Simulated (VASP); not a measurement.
Here is a VASP 6.6.1 calculation.

Contents of INCAR:

```
SYSTEM = PtF2
PREC = Accurate
ENCUT = 520
EDIFF = 1E-6
ISMEAR = 0
SIGMA = 0.05
LREAL = .False.
LASPH = .True.
NELM = 60
ALGO = Normal
ISIF = 2
LWAVE = .False.
LCHARG = .True.
ISPIN = 2
MAGMOM = 0.09 0 0
LORBIT = 11
LMAXMIX = 4
LDAU = .True.
LDAUTYPE = 2
LDAUL = 2 -1
LDAUU = 7 0
LDAUJ = 0 0
LDAUPRINT = 1
LELF = .True.
LVHAR = .True.
NBANDS = 23
```

Contents of KPOINTS:

```
Automatic mesh
0
Gamma
  6 6 6
  0 0 0
```

Contents of POSCAR:

```
PtF2
1.0
    0.0000000000      2.5525506100      2.5525506100
    2.5525506100      0.0000000000      2.5525506100
    2.5525506100      2.5525506100      0.0000000000
Pt F
1 2
Direct
    0.0000000000      0.0000000000      0.0000000000
    0.2500000000      0.2500000000      0.2500000000
    0.7500000000      0.7500000000      0.7500000000
```

Potentials or basis: VASP PAW LDA potentials, release 64 (Pt, F).

Run with:

```bash
$ cat potpaw_LDA.64/Pt/POTCAR potpaw_LDA.64/F/POTCAR > POTCAR
$ mpirun -np 1 vasp_std > vasp.out
```

Task: What does it give for the pressure?

Result: 12.9 GPa.

Task: What does it give for the site moments?

Result: Pt +1.70; F +0.21 μB.

Eigenvalues of the final occupation matrices:
| site | spin | trace | eigenvalues |
| --- | --- | --- | --- |
| site 1 d | 1 | 5.13 | 0.99 0.99 1.05 1.05 1.05 |
| site 1 d | 2 | 3.43 | 0.49 0.49 0.49 0.98 0.98 |

The run has no spin-orbit coupling, so splittings on Pt are missing. The state reached can hang on the start; a lower one may exist.
